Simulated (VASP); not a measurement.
An input for Ansatz (written as the equivalent of a VASP run, and not itself run):

Ansatz 0.2 input:
```yaml
crystal:
  lattice:
    - [3.0108233, 0.0000000, 0.0000000]
    - [0.0000000, 3.0108233, 0.0000000]
    - [0.0000000, 0.0000000, 3.0108233]
  atoms:
    - { symbol: Cr, position: [0.0000000, 0.0000000, 0.0000000], spin: 2.7 }
    - { symbol: Cr, position: [0.5000000, 0.5000000, 0.5000000], spin: -2.7 }
kpoints:
  mp_grid: { grid: [12, 12, 12] }
hamiltonian:
  xc: r2scan
  dispersion: rvv10
  pseudopotentials: { kind: paw }
magnetization: { spin_polarized: true }
scf:
  occupations: { method: methfessel_paxton, width: 0.1 }
  max_iter: 100
output: { forces: true, stress: true, eigenvalues: true }
```

**Question.** Write the VASP files for the same calculation (r2SCAN+rVV10).

**Answer.** This is not unique; one that fits is 
**POSCAR**
```
Cr
1
    3.0108233476     0.0000000000     0.0000000000
    0.0000000000     3.0108233476     0.0000000000
    0.0000000000     0.0000000000     3.0108233476
Cr
2
Direct
  0.0000000000   0.0000000000   0.0000000000
  0.5000000000   0.5000000000   0.5000000000
```

**INCAR**
```
# general
SYSTEM   = Cr
PREC     = Accurate
ENCUT    = 520   # plane-wave cut-off (eV)
LREAL    = .FALSE.   # projection in real space or not
LASPH    = .TRUE.

# electronic loop
EDIFF    = 1E-7
NELM     = 100   # most electronic steps
ALGO     = Normal   # blocked Davidson
LMAXMIX  = 4
LMIXTAU  = .TRUE.

# smearing
ISMEAR   = 1   # Methfessel-Paxton
SIGMA    = 0.1   # width (eV)

# functional
METAGGA  = R2SCAN
LUSE_VDW = .TRUE.
BPARAM   = 11.95
CPARAM   = 0.0093

# spin
ISPIN    = 2
MAGMOM   = 2.7 -2.7

# ions
ISIF     = 2

# output
LWAVE    = .FALSE.
LCHARG   = .FALSE.
LORBIT   = 10
```

### KPOINTS
```
Automatic
0
G
  12 12 12
```

POTCAR, in this order: Cr_pv (PBE.64 set). Program: vasp_std.

Limits of the translation: each code has its own PAW files, so the cut-off isn't converted (ENCUT is set for VASP's; basis.ecutwfc is left out, and Ansatz then takes the one that its files recommend); Ansatz stops its SCF on the density residual and VASP on the energy change (EDIFF).

The compound is Cr in the bcc, AFM order structure. This cell is one point of a volume scan, at 1.06 of the reference volume.
